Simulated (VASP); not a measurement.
Here is the system:

```
CELL_PARAMETERS angstrom
      0.00000     3.48720     3.48720
      3.48720     0.00000     3.48720
      3.48720     3.48720     0.00000
ATOMIC_POSITIONS crystal
  Nb 0.00000 0.00000 0.00000
  Te 0.25000 0.25000 0.25000
```

Level of theory: r2SCAN meta-GGA, VASP's PBE PAW potentials (set 64) (plane waves; VASP). Run with 400 eV cut-off, 8×8×8 Γ-centred mesh, first-order Methfessel-Paxton smearing of 0.10 eV, potentials Nb_sv Te.

Energy and stress use the plane-wave basis of the starting cell.

Problem. The ions, cell shape and volume are relaxed. What does this cell relax into?

Solution. 
```
CELL_PARAMETERS angstrom
      0.00000     3.12465     3.12465
      3.12465     0.00000     3.12465
      3.12465     3.12465     0.00000
ATOMIC_POSITIONS crystal
  Nb 0.00000 0.00000 0.00000
  Te 0.25000 0.25000 0.25000
```
Space group F-43m (216), at a tolerance of 0.03 Å.

Problem. How do energy and volume change from the first to the last step?

Solution. The energy (σ→0) changes by -593.1 meV/atom and the volume by -28.1 %, in 6 ionic steps.

The structure was generated: NbTe was put into the zinc blende type (F-43m), which need not be its known phase. This run relaxes it. Symmetry was kept, so distortions that lower it aren't found. The electron count is odd and the run is not spin-polarised, which forces a metal.
